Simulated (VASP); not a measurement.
Input:

```
CELL_PARAMETERS angstrom
      0.00000     2.69180     2.69180
      2.69180     0.00000     2.69180
      2.69180     2.69180     0.00000
ATOMIC_POSITIONS crystal
  Yb 0.00000 0.00000 0.00000
```

All values below come from r2SCAN meta-GGA, VASP's PBE PAW potentials (set 64) (plane waves; VASP 6.6.1). Settings: 400 eV cut-off, 13×13×13 Γ-centred mesh, tetrahedra with Blöchl corrections, potentials Yb_2.

The 4f electrons are frozen in the core of the lanthanide potential, so 4f levels, which can set the real gap, and their magnetism are missing.

Problem. Give the energies of bands 4 to 7 at the high-symmetry points, in eV from the Fermi level.

Solution. 
```tsv
band	Γ	X	U	L	W
4	-5.12	-0.98	-0.21	-1.58	0.02
5	3.45	0.54	0.36	0.06	0.93
6	3.45	1.50	1.21	3.16	0.93
7	3.45	7.08	4.88	3.16	3.06
```

It has no gap at this level: it comes out as a metal or semimetal.

The compound is Yb in the fcc structure. It was relaxed first, which changed the volume by -5 %.
